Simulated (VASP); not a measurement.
# ScFe: structure and properties in VASP, part 2 of 5

What structure does ScFe take at this level, and what are its properties? The cell is invented: it takes the structure of a Materials Project entry for GaFe (space group 187 there), with some of its atoms replaced by other elements, volume scaled by an estimate. It may not be a known or stable phase.

VASP 6.6.1, plane waves and PAW; the level of theory is named at each step.

Still holding for the runs below: The cell holds one magnetic atom, so no antiferromagnetic order fits into it. The k-mesh is coarse for a metal.

So far, moment of the cell, from the last line of the log (μB): step 2 (full relaxation (vdW-DF)) 1.07. The relaxed cell has a = 3.219, c = 3.885 Å (conventional setting).

**3. Second relaxation**

Level of this step: vdW-DF, spin-polarised from a ferromagnetic start (one magnetic atom a cell); plane waves and PAW (Fe, Sc_sv); invented cell (VASP).

A relaxation keeps the plane waves of the cell it began with, so it is repeated from the new cell, on a basis made for it. The mesh changes with the cell too.

Contents of INCAR:

```
SYSTEM = ScFe
PREC = Accurate
ENCUT = 400
EDIFF = 1E-06
NELM = 100
ISMEAR = 0
SIGMA = 0.05
LREAL = .FALSE.
ALGO = Normal
GGA = RE
AGGAC = 0
LUSE_VDW = .TRUE.
LASPH = .TRUE.
ISPIN = 2
MAGMOM = 3 0
LMAXMIX = 4
LORBIT = 11
LWAVE = .FALSE.
LCHARG = .FALSE.
IBRION = 2
NSW = 60
ISIF = 3
EDIFFG = -0.01
```

Contents of POSCAR:

```
ScFe
1.0
    3.2193567655      0.0000000000      0.0000000000
   -1.6096783828      2.7880442812      0.0000000000
    0.0000000000      0.0000000000      3.8848413370
Fe Sc
1 1
Direct
    0.6666666700      0.3333333300      0.0000000000
    0.0000000000      0.0000000000      0.5000000000
```

Contents of KPOINTS:

```
Automatic mesh
0
Gamma
10 10 7
0 0 0
```

Potentials, in the order of the species: Fe and Sc_sv (PBE family, release 64).

Started as:

```sh
$ mpirun -np 1 vasp_std
```

What it wrote:

```text
[banner, memory and clock lines left out]
running    1 mpi-ranks, on    1 nodes
 distrk:  each k-point on    1 cores,    1 groups
 distr:  one band on    1 cores,    1 groups

 POSCAR found type information on POSCAR FeSc
 POSCAR found :  2 types and       2 ions
 [... a notice as in an earlier step ...]

 [... a notice as in an earlier step ...]

 LDA part: xc-table for (Slater+PW92), standard interpolation
 POSCAR, INCAR and KPOINTS ok, starting setup
 FFT: planning ... GRIDC
 FFT: planning ... GRID_SOFT
 FFT: planning ... GRID
 WAVECAR not read
 entering main loop
       N       E                     dE             d eps       ncg     rms          rms(c)
DAV:   1     0.178189228072E+03    0.17819E+03   -0.79554E+03  3400   0.117E+03
DAV:   2    -0.170993788780E+01   -0.17990E+03   -0.17499E+03  3537   0.424E+02
DAV:   3    -0.825036020174E+01   -0.65404E+01   -0.63107E+01  4852   0.956E+01
DAV:   4    -0.839918171712E+01   -0.14882E+00   -0.14712E+00  4273   0.140E+01
DAV:   5    -0.840271613859E+01   -0.35344E-02   -0.35333E-02  4865   0.188E+00    0.103E+01
DAV:   6    -0.962718526066E+01   -0.12245E+01   -0.10107E+01  3592   0.479E+01    0.155E+01
DAV:   7    -0.768736598321E+01    0.19398E+01   -0.76030E+00  5012   0.369E+01    0.397E+00
DAV:   8    -0.763825813825E+01    0.49108E-01   -0.42678E-01  4651   0.802E+00    0.119E+00
DAV:   9    -0.764897512607E+01   -0.10717E-01   -0.58345E-02  5413   0.254E+00    0.949E-01
DAV:  10    -0.765047916616E+01   -0.15040E-02   -0.98218E-03  5512   0.139E+00    0.218E-01
DAV:  11    -0.765092774038E+01   -0.44857E-03   -0.16607E-03  5627   0.415E-01    0.108E-01
DAV:  12    -0.765106709821E+01   -0.13936E-03   -0.23890E-04  4647   0.168E-01    0.324E-02
DAV:  13    -0.765108496674E+01   -0.17869E-04   -0.37438E-05  4691   0.677E-02    0.171E-02
DAV:  14    -0.765108174948E+01    0.32173E-05   -0.11029E-05  5542   0.324E-02    0.121E-02
DAV:  15    -0.765108119163E+01    0.55784E-06   -0.96106E-07  1904   0.149E-02
   1 F= -.76510812E+01 E0= -.76504985E+01  d E =-.765108E+01  mag=     1.0198
 curvature:   0.00 expect dE= 0.000E+00 dE for cont linesearch  0.000E+00
 trial: gam= 0.00000 g(F)=  0.379E-44 g(S)=  0.267E-02 ort = 0.000E+00 (trialstep = 0.100E+01)
 search vector abs. value=  0.267E-02
 bond charge predicted
       N       E                     dE             d eps       ncg     rms          rms(c)
DAV:   1    -0.766281922477E+01   -0.11737E-01   -0.49959E-01  4025   0.130E+01    0.918E-01
DAV:   2    -0.767248341717E+01   -0.96642E-02   -0.12547E-01  3958   0.576E+00    0.150E+00
DAV:   3    -0.765437037467E+01    0.18113E-01   -0.67695E-02  5129   0.367E+00    0.378E-01
DAV:   4    -0.765296982478E+01    0.14005E-02   -0.36097E-03  4867   0.847E-01    0.175E-01
DAV:   5    -0.765285370461E+01    0.11612E-03   -0.19900E-04  4787   0.173E-01    0.753E-02
DAV:   6    -0.765280830423E+01    0.45400E-04   -0.14469E-04  5801   0.154E-01    0.218E-02
DAV:   7    -0.765280527579E+01    0.30284E-05   -0.10717E-05  5080   0.479E-02    0.726E-03
DAV:   8    -0.765280521645E+01    0.59338E-07   -0.11553E-06  2149   0.153E-02
   2 F= -.76528052E+01 E0= -.76522454E+01  d E =-.172402E-02  mag=     1.0049
[...]
3 F= -.76529316E+01 E0= -.76523939E+01  d E =-.185039E-02  mag=     0.9989
[...]
4 F= -.76533631E+01 E0= -.76528224E+01  d E =-.431515E-03  mag=     0.9967
[...]
5 F= -.76533800E+01 E0= -.76528393E+01  d E =-.448383E-03  mag=     0.9962
 curvature:  -0.79 expect dE=-0.507E-04 dE for cont linesearch -0.171E-04
 ZBRENT: interpolating
 opt :   1.2622  next Energy=    -7.653393 (dE=-0.461E-03)
 bond charge predicted
       N       E                     dE             d eps       ncg     rms          rms(c)
DAV:   1    -0.765358028825E+01   -0.20037E-03   -0.60411E-03  4133   0.140E+00    0.133E-01
DAV:   2    -0.765446217422E+01   -0.88189E-03   -0.53162E-03  4910   0.101E+00    0.357E-01
DAV:   3    -0.765339156066E+01    0.10706E-02   -0.32018E-03  5317   0.770E-01    0.333E-02
DAV:   4    -0.765338227530E+01    0.92854E-05   -0.85815E-05  4870   0.948E-02    0.196E-02
DAV:   5    -0.765338123061E+01    0.10447E-05   -0.37821E-06  3222   0.255E-02    0.801E-03
DAV:   6    -0.765338014928E+01    0.10813E-05   -0.13396E-06  2310   0.135E-02    0.297E-03
DAV:   7    -0.765338027121E+01   -0.12192E-06   -0.44767E-07  1708   0.123E-02
   6 F= -.76533803E+01 E0= -.76528401E+01  d E =-.448692E-03  mag=     0.9964
 curvature:  -0.58 expect dE=-0.112E-05 dE for cont linesearch -0.111E-05
 trial: gam=-0.04482 g(F)=  0.122E-44 g(S)=  0.192E-05 ort = 0.412E-04 (trialstep = 0.111E+01)
 search vector abs. value=  0.123E-07
 reached required accuracy - stopping structural energy minimisation
```

It took 4 min on 1 MPI rank of Intel Xeon Platinum 8375C at 2.90GHz (Ice Lake), shared host; peak memory 0.32 GiB.

OUTCAR, selected parts (step 3):

```text
  LATTYP: Found a hexagonal cell.
 ALAT       =     3.2193567655
 C/A-ratio  =     1.2067135207

The static configuration has the point symmetry D_3h.

 Found     56 irreducible k-points:

   dimension x,y,z NGX =    24 NGY =   24 NGZ =   28
   dimension x,y,z NGXF=    48 NGYF=   48 NGZF=   56

   ENCUT  =  400.0 eV  29.40 Ry    5.42 a.u.   5.25  5.25  6.34*2*pi/ulx,y,z

   NELECT =      19.0000    total number of electrons

 E-fermi :   4.3876

 spin component 1
 k-point     1 :       0.0000    0.0000    0.0000
  band No.  band energies     occupation
    ...
      6       1.6372      1.00000
      7       2.8171      1.00000
      8       2.8171      1.00000
      9       3.3598      1.00000
     10       3.3598      1.00000
     11       6.0878      0.00000
     12       6.5155      0.00000
     13       6.5155      0.00000
     14       8.2891      0.00000
     15       8.2891      0.00000

 k-point     2 :       0.1000   -0.0000    0.0000
  band No.  band energies     occupation
    ...
      6       1.7062      1.00000
      7       2.7497      1.00000
      8       2.8819      1.00000
      9       3.3111      1.00000
     10       3.3200      1.00000
     11       6.0445      0.00000
     12       6.5063      0.00000
     13       6.6734      0.00000
     14       7.3818      0.00000
     15       8.3082      0.00000

 k-point     3 :       0.2000   -0.0000    0.0000
  band No.  band energies     occupation
    ...
      6       1.8519      1.00000
      7       2.6005      1.00000
      8       3.0571      1.00000
      9       3.1634      1.00000
     10       3.2181      1.00000
     11       5.8973      0.00000
     12       6.5678      0.00000
     13       6.6192      0.00000
     14       7.1247      0.00000
     15       8.3560      0.00000

 k-point     4 :       0.3000   -0.0000    0.0000
  band No.  band energies     occupation
    ...
      6       1.9093      1.00000
      7       2.5420      1.00000
      8       2.9458      1.00000
      9       3.0969      1.00000
     10       3.2846      1.00000
     11       5.7130      0.00000
     12       6.1860      0.00000
     13       6.6669      0.00000
     14       7.7922      0.00000
     15       8.4107      0.00000

Total vdW correction in eV:      3.4069639

  Total        0.0060379      0.0060379     -0.0026235     -0.0000000      0.0000000      0.0000000
  in kB        0.2784600      0.2784600     -0.1209921     -0.0000000      0.0000000      0.0000000
  external PRESSURE =       0.1453093 kB  Pullay stress =       0.0000000 kB

  energy-cutoff  :      400.00
  volume of cell :       34.74
      direct lattice vectors                 reciprocal lattice vectors
     3.234349675 -0.000000000  0.000000000     0.309181165  0.178505859 -0.000000000
    -1.617174837  2.801028515  0.000000000     0.000000000  0.357011717  0.000000000
     0.000000000 -0.000000000  3.834669333    -0.000000000 -0.000000000  0.260778678

 POSITION                                       TOTAL-FORCE (eV/Angst)
 -----------------------------------------------------------------------------------
      1.61717      0.93368      0.00000        -0.000000     -0.000000      0.000000
      0.00000      0.00000      1.91733         0.000000      0.000000     -0.000000
 -----------------------------------------------------------------------------------
    total drift:                               -0.000001     -0.000001      0.000000

  FREE ENERGIE OF THE ION-ELECTRON SYSTEM (eV)
  ---------------------------------------------------
  free  energy   TOTEN  =        -7.6533802712 eV

  energy  without entropy=       -7.6522999591  energy(sigma->0) =       -7.65284012

Total vdW correction in eV:      3.4069548

 total charge
# of ion       s       p       d       tot
------------------------------------------
    1        0.454   0.263   6.371   7.088
    2        2.284   6.161   1.145   9.591
--------------------------------------------------
tot          2.739   6.425   7.516  16.679

 magnetization (x)
# of ion       s       p       d       tot
------------------------------------------
    1       -0.001  -0.039   1.656   1.617
    2       -0.023  -0.043  -0.346  -0.412
--------------------------------------------------
tot         -0.023  -0.082   1.310   1.205

[... 3 parts as in an earlier step ...]

[... 11 further parts left out ...]
```

Relaxation path:

```csv
step,energy less that of the first step (eV),largest force (eV/Å),pressure (GPa),volume (Å³)
1,0.0000,0.0000,-0.43,34.87
2,-0.0017,0.0000,0.11,34.63
3,-0.0019,0.0000,0.40,34.55
4,-0.0023,0.0000,0.08,34.71
5,-0.0023,0.0000,-0.14,34.77
6,-0.0023,0.0000,0.01,34.74
```

```csv
"conventional cell, symmetrised",before,after,change
a (Å),3.219,3.234,+0.5 %
b (Å),3.219,3.234,+0.5 %
c (Å),3.885,3.835,-1.3 %
volume (Å³/atom),17.43,17.37,-0.4 %
```

The relaxed structure:

```xyz
2
Lattice="3.2343 0.0000 0.0000 -1.6172 2.8010 0.0000 0.0000 0.0000 3.8347" Properties=species:S:1:pos:R:3 pbc="T T T"
Fe    1.6172    0.9337    0.0000
Sc    0.0000    0.0000    1.9173
```

Numbers from this step:

```
free energy (TOTEN)                               : -7.653 eV
energy at zero smearing                           : -7.653 eV
Fermi energy                                      : 4.388 eV
pressure                                          : 0.01453 GPa
moment of the cell, from the last line of the log : 0.9964 μB
SCF cycles over all ionic steps                   : 52
```

Spin moment in the PAW sphere by atom:

```csv
atom,spin moment in the PAW sphere (μB)
Fe1,1.62
Sc2,-0.41
```

It ends with forces that vanish by symmetry and a pressure of 0.01 GPa.

(Part 2 of 5 ends here.)

[Lines on the potential files, build, host, timing and source positions are cut from VASP's logs without a mark.]

[Logs are printed without paths, hosts, clocks, repeated set-up lines and the standing remarks that a program may print on its own settings, such as how far it seeks lower states.]

[Hosts, paths, dates, database ids (printed as entryN), source tags and the programs' standing remarks are cut or masked in the printed files.]

[A measured line is paired with the nearest computed mode of its activity, which favours agreement.]
